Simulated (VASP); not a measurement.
An input for Quantum ESPRESSO's pw.x (written as the equivalent of a VASP run, and not itself run):

```
&CONTROL
  calculation = 'scf'
  pseudo_dir = './pseudo'
  outdir = './out'
  tprnfor = .true.
  tstress = .true.
/
&SYSTEM
  ibrav = 0
  nat = 2
  ntyp = 2
  ecutwfc = 92
  occupations = 'smearing'
  smearing = 'gaussian'
  degauss = 0.003675
  input_dft = 'pbe'
/
&ELECTRONS
  conv_thr = 7.3e-08
  electron_maxstep = 100
/
ATOMIC_SPECIES
  Cu 63.546 Cu.upf
  I 126.904 I.upf
CELL_PARAMETERS angstrom
     0.0000000    3.0855000    3.0855000
     3.0855000    0.0000000    3.0855000
     3.0855000    3.0855000    0.0000000
ATOMIC_POSITIONS crystal
  Cu   0.0000000  0.0000000  0.0000000
  I    0.2500000  0.2500000  0.2500000
K_POINTS automatic
  2 2 2 0 0 0
```

Task: Translate this input to VASP (INCAR, KPOINTS, POSCAR, choice of POTCAR).

Result: This is not unique; one that fits is 
POSCAR:
```
CuI
1
    0.0000000000     3.0855000000     3.0855000000
    3.0855000000     0.0000000000     3.0855000000
    3.0855000000     3.0855000000     0.0000000000
Cu I
1 1
Direct
  0.0000000000   0.0000000000   0.0000000000
  0.2500000000   0.2500000000   0.2500000000
```

### KPOINTS
```
Automatic
0
G
 2 2 2
```

**INCAR**
```
# general
SYSTEM  = CuI
PREC    = Accurate
ENCUT   = 400   # plane-wave cut-off (eV)
LREAL   = .FALSE.
LASPH   = .TRUE.   # aspherical one-centre terms

# electronic loop
EDIFF   = 1E-6   # SCF stop (eV)
NELM    = 100   # most electronic steps
ALGO    = Normal   # blocked Davidson
LMAXMIX = 4

# smearing
ISMEAR  = 0   # Gaussian
SIGMA   = 0.05

# functional
GGA     = PE   # PBE

# ions
ISIF    = 2

# output
LWAVE   = .FALSE.
LCHARG  = .FALSE.
```

POTCAR, in this order: Cu I (PBE.64 set). Program: vasp_std.

The two are equivalent in intent, not identical: the potentials are each code's own (VASP's PAW set, PseudoDojo norm-conserving files in pw.x), so ENCUT and ecutwfc are chosen apart and not converted; conv_thr bounds pw.x's estimated SCF error, while EDIFF bounds the energy change between steps.

The compound is CuI in the zinc blende structure. The cell was not relaxed at this level. The k-mesh is coarse (spacing up to 0.88 per Å, 2π included), so the numbers may not be converged in it. The run is one of a series of settings (KPOINTS 2×2×2 Γ-centred mesh against the base run), some of them coarse on purpose.
